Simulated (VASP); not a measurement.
Consider the following.

```xyz
2
Lattice="0.0000 2.4674 2.4674 2.4674 0.0000 2.4674 2.4674 2.4674 0.0000" Properties=species:S:1:pos:R:3 pbc="T T T"
Eu     0.0000     0.0000     0.0000
O      2.4674     2.4674     2.4674
```

Method: PBE GGA with D4 dispersion, VASP's PBE PAW potentials (set 64) (plane waves; VASP 6.6.1). Settings: 520 eV cut-off, Gaussian smearing of 0.050 eV, potentials Eu_2 O.

The 4f electrons are frozen in the core of the lanthanide potential, so 4f levels, which can set the real gap, and their magnetism are missing.

Question: Give the energies of bands 5 to 10 at the high-symmetry points, in eV from the valence-band maximum.

Answer: 
```json
[
 {"band": "5", "Γ": "-0.09", "X": "-0.07", "U": "-1.12", "L": "-2.67", "W": "-1.52"},
 {"band": "6", "Γ": "-0.09", "X": "0.00", "U": "-0.75", "L": "-1.64", "W": "-0.26"},
 {"band": "7", "Γ": "-0.09", "X": "0.00", "U": "-0.22", "L": "-1.64", "W": "-0.26"},
 {"band": "8", "Γ": "4.64", "X": "2.65", "U": "4.53", "L": "6.78", "W": "6.01"},
 {"band": "9", "Γ": "6.03", "X": "8.53", "U": "8.41", "L": "9.32", "W": "6.01"},
 {"band": "10", "Γ": "6.03", "X": "10.93", "U": "9.65", "L": "9.32", "W": "9.42"}
]
```

The gap is direct, 2.65 eV, from the valence maximum at X to the conduction minimum at X.

The compound is EuO in the rock salt structure. It was relaxed first, which changed the volume by -12 %.
